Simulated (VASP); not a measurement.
Level of theory: PBEsol GGA, VASP's PBE PAW potentials (set 64) (plane waves; VASP).

VASP ran on this input.

**INCAR**
```
SYSTEM = SnSe
PREC = Accurate; ENCUT = 500; LREAL = .FALSE.
LASPH = .TRUE.
EDIFF = 1E-6; NELM = 100; ALGO = Normal
LMAXMIX = 4
ISMEAR = 1; SIGMA = 0.1
GGA = PS
IBRION = 2; NSW = 40; ISIF = 3
EDIFFG = -0.02; PSTRESS = 300
LWAVE = .FALSE.; LCHARG = .FALSE.
```

**POSCAR**
```
SnSe
1
   -0.0000000000     2.9739382466     2.9739382466
    2.9739382466     0.0000000000     2.9739382466
    2.9739382466     2.9739382466    -0.0000000000
Sn Se
1 1
Direct
  0.0000000000   0.0000000000   0.0000000000
  0.2500000000   0.2500000000   0.2500000000
```

**KPOINTS**
```
Automatic mesh
0
Gamma
11 11 11
0 0 0
```

POTCAR, in this order: Sn_d Se (PBE.64 set). Program: vasp_std.

The run wrote:

**OUTCAR**
```
 ion  position               nearest neighbor table
   1  0.000  0.000  0.000-   2 2.58   2 2.58   2 2.58   2 2.58
   2  0.250  0.250  0.250-   1 2.58   1 2.58   1 2.58   1 2.58
  LATTYP: Found a face centered cubic cell.
 ALAT       =     5.9478764932
 Subroutine PRICEL returns:
 Original cell was already a primitive cell.
 Subroutine GETGRP returns: Found 24 space group operations
The static configuration has the point symmetry T_d .
The dynamic configuration has the point symmetry T_d .
 Subroutine INISYM returns: Found 24 space group operations
 Subroutine IBZKPT returns following result:
 Found     56 irreducible k-points:

 Following reciprocal coordinates:
            Coordinates               Weight
  0.000000  0.000000  0.000000      1.000000
  0.090909  0.000000  0.000000      8.000000
  0.181818  0.000000  0.000000      8.000000
  0.272727  0.000000  0.000000      8.000000
  0.363636  0.000000  0.000000      8.000000
  0.454545  0.000000  0.000000      8.000000
  0.090909  0.090909  0.000000      6.000000
  0.181818  0.090909  0.000000     24.000000
  0.272727  0.090909  0.000000     24.000000
...
```

File OSZICAR:
```
       N       E                     dE             d eps       ncg     rms          rms(c)
DAV:   1     0.136766999103E+03    0.13677E+03   -0.99163E+03  1586   0.174E+03
DAV:   2     0.506373375026E+01   -0.13170E+03   -0.12935E+03  1670   0.401E+02
DAV:   3    -0.715480950666E+01   -0.12219E+02   -0.12137E+02  2024   0.107E+02
DAV:   4    -0.745209770185E+01   -0.29729E+00   -0.29720E+00  1726   0.191E+01
DAV:   5    -0.746165165251E+01   -0.95540E-02   -0.95539E-02  2346   0.324E+00    0.710E+00
DAV:   6    -0.733891010927E+01    0.12274E+00   -0.23594E-01  2370   0.411E+00    0.439E+00
DAV:   7    -0.732244505440E+01    0.16465E-01   -0.85046E-02  1850   0.184E+00    0.927E-01
DAV:   8    -0.732074073362E+01    0.17043E-02   -0.10058E-02  1978   0.957E-01    0.190E-01
DAV:   9    -0.732075855525E+01   -0.17822E-04   -0.66495E-04  1760   0.242E-01    0.103E-01
DAV:  10    -0.732074732275E+01    0.11232E-04   -0.44891E-05  2068   0.533E-02    0.162E-02
DAV:  11    -0.732074673283E+01    0.58992E-06   -0.51088E-06  1694   0.218E-02
   1 F= 0.25292595E+01 E0= 0.25291465E+01  d E =0.252926E+01
       N       E                     dE             d eps       ncg     rms          rms(c)
DAV:   1    -0.162814550504E+02   -0.89607E+01   -0.19031E+02  1916   0.209E+02    0.210E+01
DAV:   2    -0.646723428096E+01    0.98142E+01   -0.21872E+01  1922   0.160E+02    0.742E+00
DAV:   3    -0.484368178448E+01    0.16236E+01   -0.39394E+00  1958   0.429E+01    0.200E+00
DAV:   4    -0.477525654366E+01    0.68425E-01   -0.37544E-01  2298   0.603E+00    0.117E+00
DAV:   5    -0.475633462569E+01    0.18922E-01   -0.20890E-02  2202   0.155E+00    0.351E-01
DAV:   6    -0.475406464803E+01    0.22700E-02   -0.34077E-03  2496   0.912E-01    0.857E-02
DAV:   7    -0.475403553199E+01    0.29116E-04   -0.69069E-04  1742   0.323E-01    0.615E-02
DAV:   8    -0.475401988854E+01    0.15643E-04   -0.43003E-05  2406   0.117E-01    0.260E-02
DAV:   9    -0.475402053819E+01   -0.64965E-06   -0.16333E-05  1918   0.751E-02    0.133E-02
DAV:  10    -0.475401998873E+01    0.54946E-06   -0.38910E-06  1304   0.441E-02
   2 F= 0.29419781E+01 E0= 0.29422325E+01  d E =0.412719E+00
       N       E                     dE             d eps       ncg     rms          rms(c)
DAV:   1    -0.111882720204E+02   -0.64343E+01   -0.11322E+02  1916   0.267E+02    0.122E+01
DAV:   2    -0.764378988858E+01    0.35445E+01   -0.67541E+00  1910   0.472E+01    0.507E+00
DAV:   3    -0.672052980944E+01    0.92326E+00   -0.29346E+00  1922   0.304E+01    0.721E-01
DAV:   4    -0.670524209476E+01    0.15288E-01   -0.17370E-01  1580   0.440E+00    0.512E-01
DAV:   5    -0.669196843986E+01    0.13274E-01   -0.94001E-03  2206   0.109E+00    0.189E-01
DAV:   6    -0.669049078306E+01    0.14777E-02   -0.11187E-03  1868   0.465E-01    0.544E-02
DAV:   7    -0.669039996595E+01    0.90817E-04   -0.10317E-04  1760   0.151E-01    0.118E-02
DAV:   8    -0.669039834045E+01    0.16255E-05   -0.99049E-06  1814   0.411E-02    0.440E-03
DAV:   9    -0.669039905645E+01   -0.71600E-06   -0.72933E-07   814   0.102E-02
   3 F= 0.23892980E+01 E0= 0.23889569E+01  d E =-.139962E+00
       N       E                     dE             d eps       ncg     rms          rms(c)
DAV:   1    -0.666682760571E+01    0.23571E-01   -0.28014E-02  1928   0.330E+00    0.208E-01
DAV:   2    -0.666576041168E+01    0.10672E-02   -0.19176E-03  1910   0.931E-01    0.859E-02
DAV:   3    -0.666551357403E+01    0.24684E-03   -0.74727E-04  1916   0.536E-01    0.149E-02
DAV:   4    -0.666550994754E+01    0.36265E-05   -0.40621E-05  1580   0.721E-02    0.102E-02
DAV:   5    -0.666550787777E+01    0.20698E-05   -0.32397E-06  1624   0.190E-02    0.222E-03
DAV:   6    -0.666550800118E+01   -0.12341E-06   -0.26445E-07   802   0.768E-03
   4 F= 0.23891450E+01 E0= 0.23888147E+01  d E =-.140115E+00
```

File OUTCAR:
```
------------------------ aborting loop because EDIFF is reached ----------------------------------------
  FORCE on cell =-STRESS in cart. coord.  units (eV):
  Direction    XX          YY          ZZ          XY          YZ          ZX
  --------------------------------------------------------------------------------------
  Total        9.0561785      9.0561785      9.0561785      0.0000000     -0.0000000      0.0000000
  in kB      300.0505436    300.0505436    300.0505436      0.0000000     -0.0000000      0.0000000
  external PRESSURE =       0.0505436 kB  Pullay stress =     300.0000000 kB
  volume of cell :       48.36
      direct lattice vectors                 reciprocal lattice vectors
     0.000000000  2.891636607  2.891636607    -0.172912460  0.172912460  0.172912460
     2.891636607 -0.000000000  2.891636607     0.172912460 -0.172912460  0.172912460
     2.891636607  2.891636607 -0.000000000     0.172912460  0.172912460 -0.172912460
 POSITION                                       TOTAL-FORCE (eV/Angst)
 -----------------------------------------------------------------------------------
      5.78327      5.78327      5.78327         0.000000      0.000000      0.000000
      1.44582      1.44582      1.44582        -0.000000     -0.000000     -0.000000
 -----------------------------------------------------------------------------------
    total drift:                               -0.000000     -0.000000     -0.000000
  FREE ENERGIE OF THE ION-ELECTRON SYSTEM (eV)
  ---------------------------------------------------
  free  energy   TOTEN  =        -6.6655080012 eV

  energy  without entropy=       -6.6664986991  energy(sigma->0) =       -6.66583823
  enthalpy is  TOTEN    =         2.3891449714 eV   P V=        9.0546529726

 reached required accuracy - stopping structural energy minimisation
```
(Selected blocks of OUTCAR.)

CONTCAR:
```
SnSe
   1.00000000000000
     0.0000000000000000    2.8916366068712760    2.8916366068712760
     2.8916366068712760   -0.0000000000000000    2.8916366068712760
     2.8916366068712760    2.8916366068712760   -0.0000000000000000
  Sn              Se
     1     1
Direct
     1.0000000000000000    1.0000000000000000    1.0000000000000000
     0.2500000000000000    0.2500000000000000    0.2500000000000000
```

Energy and stress use the plane-wave basis of the starting cell.

The structure was generated: SnSe was put into the zinc blende type (F-43m), which need not be its known phase. This run relaxes it under an external pressure of 30 GPa. Symmetry was kept, so distortions that lower it aren't found.
